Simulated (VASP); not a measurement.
Level of theory: PBE GGA, VASP's PBE PAW potentials (set 64) (plane waves; VASP).

Input for VASP

### POSCAR
```
CuI
1
    0.0000000000     3.0250000000     3.0250000000
    3.0250000000     0.0000000000     3.0250000000
    3.0250000000     3.0250000000     0.0000000000
Cu I
1 1
Direct
  0.0000000000   0.0000000000   0.0000000000
  0.2500000000   0.2500000000   0.2500000000
```

INCAR:
```
SYSTEM = CuI
PREC = Accurate
ENCUT = 300
EDIFF = 1E-6
NELM = 100
ALGO = Normal
LREAL = .FALSE.
LASPH = .TRUE.
ISMEAR = -1
SIGMA = 0.01
GGA = PE
LMAXMIX = 4
LWAVE = .FALSE.
LCHARG = .FALSE.
ISIF = 2
```

**KPOINTS**
```
Automatic mesh
0
Gamma
2 2 2
0 0 0
```

POTCAR, in this order: Cu I (PBE.64 set). Program: vasp_std.

Output of the run:

### OSZICAR
```
       N       E                     dE             d eps       ncg     rms          rms(c)
DAV:   1     0.899822845642E+02    0.89982E+02   -0.55740E+03    78   0.925E+02
DAV:   2     0.728557380176E+00   -0.89254E+02   -0.84005E+02    78   0.221E+02
DAV:   3    -0.479800570222E+01   -0.55266E+01   -0.54149E+01   108   0.666E+01
DAV:   4    -0.497528356614E+01   -0.17728E+00   -0.17724E+00   109   0.113E+01
DAV:   5    -0.497725687650E+01   -0.19733E-02   -0.19733E-02   103   0.108E+00    0.478E+00
DAV:   6    -0.488934820383E+01    0.87909E-01   -0.47837E+00    78   0.619E+01    0.362E+00
DAV:   7    -0.465737806075E+01    0.23197E+00   -0.11453E+00    88   0.358E+01    0.175E+00
DAV:   8    -0.466358051227E+01   -0.62025E-02   -0.96861E-02   106   0.612E+00    0.705E-01
DAV:   9    -0.466047566422E+01    0.31048E-02   -0.30610E-02    83   0.557E+00    0.151E-01
DAV:  10    -0.466084743219E+01   -0.37177E-03   -0.24609E-03   122   0.133E+00    0.593E-02
DAV:  11    -0.466101449890E+01   -0.16707E-03   -0.40943E-04   112   0.339E-01    0.124E-02
DAV:  12    -0.466102040466E+01   -0.59058E-05   -0.19953E-05   117   0.475E-02    0.966E-03
DAV:  13    -0.466102013387E+01    0.27079E-06   -0.43135E-06    93   0.543E-02
   1 F= -.46610201E+01 E0= -.46610201E+01  d E =-.489007E-12
```

### OUTCAR
```
------------------------ aborting loop because EDIFF is reached ----------------------------------------
  FORCE on cell =-STRESS in cart. coord.  units (eV):
  Direction    XX          YY          ZZ          XY          YZ          ZX
  --------------------------------------------------------------------------------------
  Total        1.6366791      1.6366791      1.6366791      0.0000000     -0.0000000      0.0000000
  in kB       47.3661395     47.3661395     47.3661395      0.0000000     -0.0000000      0.0000000
  external PRESSURE =      47.3661395 kB  Pullay stress =       0.0000000 kB
  volume of cell :       55.36
      direct lattice vectors                 reciprocal lattice vectors
     0.000000000  3.025000000  3.025000000    -0.165289256  0.165289256  0.165289256
     3.025000000  0.000000000  3.025000000     0.165289256 -0.165289256  0.165289256
     3.025000000  3.025000000  0.000000000     0.165289256  0.165289256 -0.165289256
  FREE ENERGIE OF THE ION-ELECTRON SYSTEM (eV)
  ---------------------------------------------------
  free  energy   TOTEN  =        -4.6610201339 eV

  energy  without entropy=       -4.6610201339  energy(sigma->0) =       -4.66102013
```
(Selected blocks of OUTCAR.)

At this cut-off the stress carries a Pulay error, which pulls relaxed volumes low.

The structure is a typed CuI crystal (F-43m). The cell was not relaxed at this level. The k-mesh is coarse (spacing up to 0.90 per Å, 2π included), so the numbers may not be converged in it. The run is one of a series of settings (KPOINTS 2×2×2 Γ-centred mesh against the base run), some of them coarse on purpose.
